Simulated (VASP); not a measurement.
Given:

```
BaS
1.0
    4.39718     0.00000     0.00000
   -2.19859     3.80807     0.00000
    0.00000     0.00000     7.73312
Ba S
2 2
Cartesian
  0.00000   0.00000   0.00000
  0.00000   0.00000   3.86656
  0.00000   2.53871   1.93328
  2.19859   1.26936   5.79984
```

These are PBEsol GGA, VASP's PBE PAW potentials (set 64) (plane waves; VASP) values and carry that method's errors. Run with 400 eV cut-off, Gaussian smearing of 0.050 eV, potentials Ba_sv S.

Unless said otherwise, spin-orbit coupling is left out, though it shifts the bands of the heavy elements here.

Question: Estimate the band gap (along the path) with the smallest direct gap where there is one.

Answer: 
The band gap (along the path) is 2.17 eV and the smallest direct gap (along the path) is 2.17 eV.

The absolute energy has meaning only against runs of the same code, potentials and settings.

The structure was generated: BaS was put into the NiAs type type (P6_3/mmc), which need not be its known phase. It was relaxed first, which changed the volume by -19 %.
